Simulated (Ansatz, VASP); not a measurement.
# SiC: VASP beside Ansatz, part 2 of 3

One calculation is typed for both programs; each brings its own data sets. How far apart do they land? The cell is taken from a series of runs on this material, whose earlier steps may have relaxed, scaled, displaced or heated it; both programs get it as it stands.

VASP 6.6.1 and Ansatz 0.2.0.

So far: Starting point; VASP: zone-centre phonons, PBE.

## (2) VASP: zone-centre phonons, PBE (continued)

Level of this step: PBE; plane waves and PAW (C, Si) (VASP).

OUTCAR, selected parts (step 2):

```text
ion  position               nearest neighbor table
   1  0.667  0.333  0.750-   7 1.85   7 1.85   7 1.85   5 1.86
   2  0.333  0.667  0.250-   8 1.85   8 1.85   8 1.85   6 1.86
   3  0.000  0.000  0.500-   6 1.86   6 1.86   6 1.86   7 1.86
   4  0.000  0.000  0.000-   5 1.86   5 1.86   5 1.86   8 1.86
   5  0.667  0.333  0.938-   4 1.86   4 1.86   4 1.86   1 1.86   7 3.03   7 3.03   7 3.03   8 3.04
                             8 3.04   8 3.04
   6  0.333  0.667  0.438-   3 1.86   3 1.86   3 1.86   2 1.86   8 3.03   8 3.03   8 3.03   7 3.04
                             7 3.04   7 3.04
   7  0.000  0.000  0.688-   1 1.85   1 1.85   1 1.85   3 1.86   5 3.03   5 3.03   5 3.03   6 3.04
                             6 3.04   6 3.04
   8  0.000  0.000  0.188-   2 1.85   2 1.85   2 1.85   4 1.86   6 3.03   6 3.03   6 3.03   5 3.04
                             5 3.04   5 3.04

  LATTYP: Found a hexagonal cell.
 ALAT       =     3.0312975786
 C/A-ratio  =     3.2725782134

 Subroutine GETGRP returns: Found 12 space group operations
 (whereof  6 operations were pure point group operations)

The static configuration has the point symmetry C_3v.
 The point group associated with its full space group is C_6v.

 Found     36 irreducible k-points:

   k-points           NKPTS =     36   k-points in BZ     NKDIM =     36   number of bands    NBANDS=     24

   dimension x,y,z NGX =    24 NGY =   24 NGZ =   80
   dimension x,y,z NGXF=    48 NGYF=   48 NGZF=  160

   ENCUT  =  600.0 eV  44.10 Ry    6.64 a.u.   6.05  6.05 19.81*2*pi/ulx,y,z

   NELECT =      32.0000    total number of electrons

 k-points in reciprocal lattice and weights: Automatic mesh
   0.00000000  0.00000000  0.00000000       0.003
   0.11111111  0.00000000  0.00000000       0.019
   0.22222222 -0.00000000  0.00000000       0.019
   0.33333333 -0.00000000  0.00000000       0.019
   0.44444444 -0.00000000  0.00000000       0.019
   0.11111111  0.11111111  0.00000000       0.019
   0.22222222  0.11111111  0.00000000       0.037
   0.33333333  0.11111111  0.00000000       0.037
   0.44444444  0.11111111  0.00000000       0.019
[...]
0.33333333  0.22222222  0.50000000       0.037
   0.33333333  0.33333333  0.50000000       0.006

 average (electrostatic) potential at core
       1 -44.0729       2 -44.0729       3 -44.1386       4 -44.1386       5 -79.7381
       6 -79.7381       7 -79.6936       8 -79.6936

   1 f  =   28.662986 THz   180.094851 2PiTHz  956.094293 cm-1   118.540531 meV
             X         Y         Z           dx          dy          dz
      1.515649  0.875060  7.438347    -0.000000   -0.000000    0.173423
     -0.000000  1.750120  2.478268    -0.000000    0.000000   -0.173423
      0.000000  0.000000  4.964401    -0.000000   -0.000000    0.593276
      0.000000  0.000000  0.004322    -0.000000    0.000000   -0.593276
      1.515649  0.875060  9.303169     0.000000   -0.000000    0.164946
     -0.000000  1.750120  4.343090     0.000000    0.000000   -0.164946
      0.000000  0.000000  6.824448     0.000000    0.000000   -0.301231
      0.000000  0.000000  1.864369     0.000000   -0.000000    0.301231

   2 f  =   28.414110 THz   178.531118 2PiTHz  947.792685 cm-1   117.511263 meV
             X         Y         Z           dx          dy          dz
      1.515649  0.875060  7.438347    -0.000000   -0.000000   -0.591254
     -0.000000  1.750120  2.478268    -0.000000   -0.000000    0.591254
      0.000000  0.000000  4.964401    -0.000000   -0.000000    0.174835
      0.000000  0.000000  0.004322    -0.000000   -0.000000   -0.174835
      1.515649  0.875060  9.303169     0.000000    0.000000    0.301975
     -0.000000  1.750120  4.343090     0.000000    0.000000   -0.301975
      0.000000  0.000000  6.824448     0.000000    0.000000    0.169299
      0.000000  0.000000  1.864369    -0.000000    0.000000   -0.169299

   3 f  =   26.222779 THz   164.762577 2PiTHz  874.697742 cm-1   108.448650 meV
             X         Y         Z           dx          dy          dz
      1.515649  0.875060  7.438347    -0.000000    0.000000   -0.481836
     -0.000000  1.750120  2.478268    -0.000000    0.000000   -0.481836
      0.000000  0.000000  4.964401    -0.000000    0.000000    0.515715
      0.000000  0.000000  0.004322    -0.000000    0.000000    0.515715
      1.515649  0.875060  9.303169     0.000000   -0.000000    0.017423
     -0.000000  1.750120  4.343090     0.000000   -0.000000    0.017423
      0.000000  0.000000  6.824448     0.000000   -0.000000   -0.039614
      0.000000  0.000000  1.864369     0.000000   -0.000000   -0.039614

   4 f  =   24.970543 THz   156.894547 2PiTHz  832.927650 cm-1   103.269820 meV
             X         Y         Z           dx          dy          dz
      1.515649  0.875060  7.438347     0.000076    0.417365    0.000000
     -0.000000  1.750120  2.478268     0.000076    0.417365    0.000000
      0.000000  0.000000  4.964401     0.000076    0.419545   -0.000000
      0.000000  0.000000  0.004322     0.000076    0.419545   -0.000000
      1.515649  0.875060  9.303169    -0.000049   -0.273472   -0.000000
     -0.000000  1.750120  4.343090    -0.000049   -0.273472   -0.000000
      0.000000  0.000000  6.824448    -0.000050   -0.273864    0.000000
      0.000000  0.000000  1.864369    -0.000050   -0.273864   -0.000000

   5 f  =   24.970543 THz   156.894547 2PiTHz  832.927650 cm-1   103.269820 meV
             X         Y         Z           dx          dy          dz
      1.515649  0.875060  7.438347    -0.417365    0.000076    0.000000
     -0.000000  1.750120  2.478268    -0.417365    0.000076    0.000000
      0.000000  0.000000  4.964401    -0.419545    0.000076   -0.000000
      0.000000  0.000000  0.004322    -0.419545    0.000076   -0.000000
      1.515649  0.875060  9.303169     0.273472   -0.000049   -0.000000
     -0.000000  1.750120  4.343090     0.273472   -0.000049    0.000000
      0.000000  0.000000  6.824448     0.273864   -0.000050   -0.000000
      0.000000  0.000000  1.864369     0.273864   -0.000050   -0.000000

   6 f  =   24.695155 THz   155.164238 2PiTHz  823.741719 cm-1   102.130911 meV
             X         Y         Z           dx          dy          dz
      1.515649  0.875060  7.438347    -0.000137    0.496772    0.000000
     -0.000000  1.750120  2.478268     0.000137   -0.496772    0.000000
      0.000000  0.000000  4.964401     0.000094   -0.340205    0.000000
      0.000000  0.000000  0.004322    -0.000094    0.340205    0.000000
      1.515649  0.875060  9.303169     0.000066   -0.239534   -0.000000
     -0.000000  1.750120  4.343090    -0.000066    0.239534   -0.000000
      0.000000  0.000000  6.824448     0.000078   -0.283022   -0.000000
      0.000000  0.000000  1.864369    -0.000078    0.283022   -0.000000

   7 f  =   24.695155 THz   155.164238 2PiTHz  823.741719 cm-1   102.130911 meV
             X         Y         Z           dx          dy          dz
      1.515649  0.875060  7.438347     0.496772    0.000137    0.000000
     -0.000000  1.750120  2.478268    -0.496772   -0.000137    0.000000
      0.000000  0.000000  4.964401    -0.340205   -0.000094    0.000000
      0.000000  0.000000  0.004322     0.340205    0.000094    0.000000
      1.515649  0.875060  9.303169    -0.239534   -0.000066   -0.000000
     -0.000000  1.750120  4.343090     0.239534    0.000066   -0.000000
      0.000000  0.000000  6.824448    -0.283022   -0.000078   -0.000000
      0.000000  0.000000  1.864369     0.283022    0.000078   -0.000000

   8 f  =   24.492731 THz   153.892369 2PiTHz  816.989572 cm-1   101.293752 meV
             X         Y         Z           dx          dy          dz
      1.515649  0.875060  7.438347    -0.000000   -0.000000   -0.437698
     -0.000000  1.750120  2.478268     0.000000    0.000000   -0.437698
      0.000000  0.000000  4.964401    -0.000000   -0.000000   -0.398395
      0.000000  0.000000  0.004322     0.000000    0.000000   -0.398395
      1.515649  0.875060  9.303169    -0.000000   -0.000000    0.284339
     -0.000000  1.750120  4.343090     0.000000    0.000000    0.284339
      0.000000  0.000000  6.824448     0.000000    0.000000    0.262399
      0.000000  0.000000  1.864369    -0.000000   -0.000000    0.262399

   9 f  =   24.454365 THz   153.651306 2PiTHz  815.709810 cm-1   101.135081 meV
             X         Y         Z           dx          dy          dz
      1.515649  0.875060  7.438347    -0.000051    0.337312   -0.000000
     -0.000000  1.750120  2.478268     0.000051   -0.337312   -0.000000
      0.000000  0.000000  4.964401    -0.000075    0.495095   -0.000000
      0.000000  0.000000  0.004322     0.000075   -0.495095   -0.000000
      1.515649  0.875060  9.303169    -0.000043    0.285212    0.000000
     -0.000000  1.750120  4.343090     0.000043   -0.285212    0.000000
      0.000000  0.000000  6.824448     0.000037   -0.244449    0.000000
      0.000000  0.000000  1.864369    -0.000037    0.244449    0.000000

  10 f  =   24.454365 THz   153.651306 2PiTHz  815.709810 cm-1   101.135081 meV
             X         Y         Z           dx          dy          dz
      1.515649  0.875060  7.438347    -0.337312   -0.000051    0.000000
     -0.000000  1.750120  2.478268     0.337312    0.000051    0.000000
      0.000000  0.000000  4.964401    -0.495095   -0.000075    0.000000
      0.000000  0.000000  0.004322     0.495095    0.000075    0.000000
      1.515649  0.875060  9.303169    -0.285212   -0.000043   -0.000000
     -0.000000  1.750120  4.343090     0.285212    0.000043   -0.000000
      0.000000  0.000000  6.824448     0.244449    0.000037   -0.000000
      0.000000  0.000000  1.864369    -0.244449   -0.000037   -0.000000

  11 f  =   24.294907 THz   152.649402 2PiTHz  810.390865 cm-1   100.475617 meV
             X         Y         Z           dx          dy          dz
      1.515649  0.875060  7.438347     0.000020   -0.429319    0.000000
     -0.000000  1.750120  2.478268     0.000020   -0.429319    0.000000
      0.000000  0.000000  4.964401    -0.000020    0.427924    0.000000
      0.000000  0.000000  0.004322    -0.000020    0.427924    0.000000
    [... 145 further lines ...]
      0.000000  0.000000  6.824448     0.000000    0.000000    0.418463
      0.000000  0.000000  1.864369     0.000000    0.000000    0.418463

 MACROSCOPIC STATIC DIELECTRIC TENSOR IONIC CONTRIBUTION
 ------------------------------------------------------
           3.139779     0.000000     0.000000
           0.000000     3.139779    -0.000000
           0.000000    -0.000000     3.507935
 ------------------------------------------------------

 ELASTIC MODULI CONTR FROM IONIC RELAXATION (kBar)
 Direction    XX          YY          ZZ          XY          YZ          ZX
 --------------------------------------------------------------------------------
 XX        -705.5908    371.8523    329.3140      0.0000      0.0000     -0.0000
 YY         371.8523   -705.5908    329.3140     -0.0000     -0.0000      0.0000
 ZZ         329.3140    329.3140   -651.0924      0.0000     -0.0000      0.0000
 XY           0.0000     -0.0000      0.0000   -538.7216      0.0000      0.0000
 YZ           0.0000     -0.0000     -0.0000      0.0000   -164.7462     -0.0000
 ZX          -0.0000      0.0000      0.0000      0.0000     -0.0000   -173.5170
 --------------------------------------------------------------------------------

 PIEZOELECTRIC TENSOR IONIC CONTR  for field in x, y, z        (C/m^2)
          XX          YY          ZZ          XY          YZ          ZX
  --------------------------------------------------------------------------------
  x     0.00000    -0.00000    -0.00000    -0.00000     0.00000     0.69347
  y    -0.00000     0.00000     0.00000     0.00000     0.67551     0.00000
  z     0.71893     0.71893    -1.42074     0.00000    -0.00000     0.00000
```

(Continued in part 3 of 3.)

[Lines on the potential files, build, host, timing and source positions are cut from VASP's logs without a mark.]

[Logs are printed without paths, hosts, clocks, repeated set-up lines and the standing remarks that a program may print on its own settings, such as how far it seeks lower states.]

[Hosts, paths, dates, database ids (printed as entryN), source tags and the programs' standing remarks are cut or masked in the printed files.]
